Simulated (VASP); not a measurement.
All values below come from optB88-vdW, VASP's PBE PAW potentials (set 64) (plane waves; VASP).

The input files of a VASP run:

KPOINTS:
```
Automatic mesh
0
Gamma
13 13 13
0 0 0
```

INCAR:
```
SYSTEM = AuZn
PREC = Accurate; ENCUT = 520; LREAL = .FALSE.
LASPH = .TRUE.
EDIFF = 1E-7; NELM = 100; ALGO = Normal
LMAXMIX = 6
ISMEAR = -5
GGA = BO; LUSE_VDW = .TRUE.; AGGAC = 0.0
PARAM1 = 0.1833333333; PARAM2 = 0.22
ISIF = 2
LWAVE = .FALSE.; LCHARG = .TRUE.; LORBIT = 11
NEDOS = 601
```

**POSCAR**
```
AuZn
1
    3.1868661034     0.0000000000     0.0000000000
    0.0000000000     3.1868661034     0.0000000000
   -0.0000000000    -0.0000000000     3.1868661034
Zn Au
1 1
Direct
  0.5000000000   0.5000000000   0.5000000000
  0.0000000000   0.0000000000   0.0000000000
```

POTCAR, in this order: Zn Au (PBE.64 set). Program: vasp_std.

What VASP printed:

OUTCAR:
```
 ion  position               nearest neighbor table
   1  0.500  0.500  0.500-   2 2.76   2 2.76   2 2.76   2 2.76   2 2.76   2 2.76   2 2.76   2 2.76
  LATTYP: Found a simple cubic cell.
 ALAT       =     3.1868661034
 Subroutine PRICEL returns:
 Original cell was already a primitive cell.
 Subroutine GETGRP returns: Found 48 space group operations
The static configuration has the point symmetry O_h .
The dynamic configuration has the point symmetry O_h .
 Subroutine INISYM returns: Found 48 space group operations
 Subroutine IBZKPT returns following result:
 Found     84 irreducible k-points:

 Following reciprocal coordinates:
            Coordinates               Weight
  0.000000  0.000000  0.000000      1.000000
  0.076923  0.000000  0.000000      6.000000
  0.153846  0.000000  0.000000      6.000000
  0.230769  0.000000  0.000000      6.000000
  0.307692  0.000000  0.000000      6.000000
  0.384615  0.000000  0.000000      6.000000
  0.461538  0.000000  0.000000      6.000000
  0.076923  0.076923  0.000000     12.000000
  0.153846  0.076923  0.000000     24.000000
  0.230769  0.076923  0.000000     24.000000
  0.307692  0.076923  0.000000     24.000000
  0.384615  0.076923  0.000000     24.000000
  0.461538  0.076923  0.000000     24.000000
  0.153846  0.153846  0.000000     12.000000
  0.230769  0.153846  0.000000     24.000000
  0.307692  0.153846  0.000000     24.000000
  0.384615  0.153846  0.000000     24.000000
  0.461538  0.153846  0.000000     24.000000
  0.230769  0.230769  0.000000     12.000000
  0.307692  0.230769  0.000000     24.000000
  0.384615  0.230769  0.000000     24.000000
  0.461538  0.230769  0.000000     24.000000
  0.307692  0.307692  0.000000     12.000000
  0.384615  0.307692  0.000000     24.000000
  0.461538  0.307692  0.000000     24.000000
...
```

### OSZICAR
```
       N       E                     dE             d eps       ncg     rms          rms(c)
DAV:   1     0.131547901222E+03    0.13155E+03   -0.11813E+04  2568   0.196E+03
DAV:   2     0.488264667821E+01   -0.12667E+03   -0.12299E+03  2611   0.343E+02
DAV:   3     0.720705041952E+00   -0.41619E+01   -0.41467E+01  3101   0.712E+01
DAV:   4     0.694913673650E+00   -0.25791E-01   -0.25720E-01  2863   0.483E+00
DAV:   5     0.694629964653E+00   -0.28371E-03   -0.28371E-03  3108   0.517E-01    0.753E+00
DAV:   6     0.107290957936E+01    0.37828E+00   -0.13683E+00  2569   0.132E+01    0.481E+00
DAV:   7     0.109594810206E+01    0.23039E-01   -0.30591E-02  3317   0.425E+00    0.261E+00
DAV:   8     0.110370450805E+01    0.77564E-02   -0.11229E-02  2926   0.129E+00    0.150E-01
DAV:   9     0.110366199520E+01   -0.42513E-04   -0.39625E-04  2730   0.211E-01    0.743E-02
DAV:  10     0.110364757874E+01   -0.14416E-04   -0.65047E-05  3074   0.158E-01    0.160E-02
DAV:  11     0.110364889544E+01    0.13167E-05   -0.20371E-05  2933   0.124E-01    0.444E-03
DAV:  12     0.110364884799E+01   -0.47444E-07   -0.56035E-07  3094   0.184E-02
   1 F= 0.11036488E+01 E0= 0.11036488E+01  d E =0.000000E+00
```

OUTCAR:
```
------------------------ aborting loop because EDIFF is reached ----------------------------------------
  FORCE on cell =-STRESS in cart. coord.  units (eV):
  Direction    XX          YY          ZZ          XY          YZ          ZX
  --------------------------------------------------------------------------------------
  Total        0.0096345      0.0096345      0.0096345     -0.0000000     -0.0000000     -0.0000000
  in kB        0.4769216      0.4769216      0.4769216     -0.0000000     -0.0000000     -0.0000000
  external PRESSURE =       0.4769216 kB  Pullay stress =       0.0000000 kB
  volume of cell :       32.37
      direct lattice vectors                 reciprocal lattice vectors
     3.186866103  0.000000000  0.000000000     0.313787893  0.000000000  0.000000000
     0.000000000  3.186866103  0.000000000     0.000000000  0.313787893  0.000000000
     0.000000000  0.000000000  3.186866103     0.000000000  0.000000000  0.313787893
 POSITION                                       TOTAL-FORCE (eV/Angst)
 -----------------------------------------------------------------------------------
      1.59343      1.59343      1.59343         0.000000      0.000000      0.000000
      0.00000      0.00000      0.00000         0.000000      0.000000      0.000000
 -----------------------------------------------------------------------------------
    total drift:                                0.000000      0.000000     -0.000000
  FREE ENERGIE OF THE ION-ELECTRON SYSTEM (eV)
  ---------------------------------------------------
  free  energy   TOTEN  =         1.1036488480 eV

  energy  without entropy=        1.1036488480  energy(sigma->0) =        1.10364885

 total charge

# of ion       s       p       d       tot
------------------------------------------
    1        0.535   0.419   9.778  10.732
    2        0.622   0.360   8.723   9.706
--------------------------------------------------
tot          1.158   0.780  18.501  20.438
```
(Selected blocks of OUTCAR.)

For a metal the tetrahedron method with Blöchl corrections gives inexact stress and forces.

The compound is AuZn in the CsCl type structure. It was relaxed first. The electron count is odd and the run is not spin-polarised, which forces a metal.
